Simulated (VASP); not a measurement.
Given:

```yaml
crystal:
  lattice:
    - [4.52450, 0.00000, 0.00000]
    - [0.00000, 4.52450, 0.00000]
    - [0.00000, 0.00000, 4.52450]
  atoms:
    - { symbol: Cs, position: [0.00000, 0.00000, 0.00000] }
    - { symbol: Ca, position: [0.50000, 0.50000, 0.50000] }
    - { symbol: F, position: [0.00000, 0.50000, 0.50000] }
    - { symbol: F, position: [0.50000, 0.00000, 0.50000] }
    - { symbol: F, position: [0.50000, 0.50000, 0.00000] }
```

Level of theory: r2SCAN meta-GGA, VASP's PBE PAW potentials (set 64) (plane waves; VASP). Numerical set-up: 520 eV cut-off, 6×6×6 Γ-centred mesh, tetrahedra with Blöchl corrections, potentials Cs_sv Ca_sv F.

The cores are frozen, which limits the accuracy of field gradients.

Give the principal components of the electric field gradient (V/Å²) and the asymmetry η at each nucleus.

```tsv
atom	Vxx	Vyy	Vzz	η
Cs1	0.0	0.0	0.0	-
Ca2	0.0	0.0	0.0	-
F3	-5.5	-5.5	10.9	0.00
F4	-5.5	-5.5	10.9	0.00
F5	-5.5	-5.5	10.9	0.00
```

The structure comes from a computed database's CsCaF3 entry (Pm-3m); how it stands against other phases isn't given here. It was relaxed first.
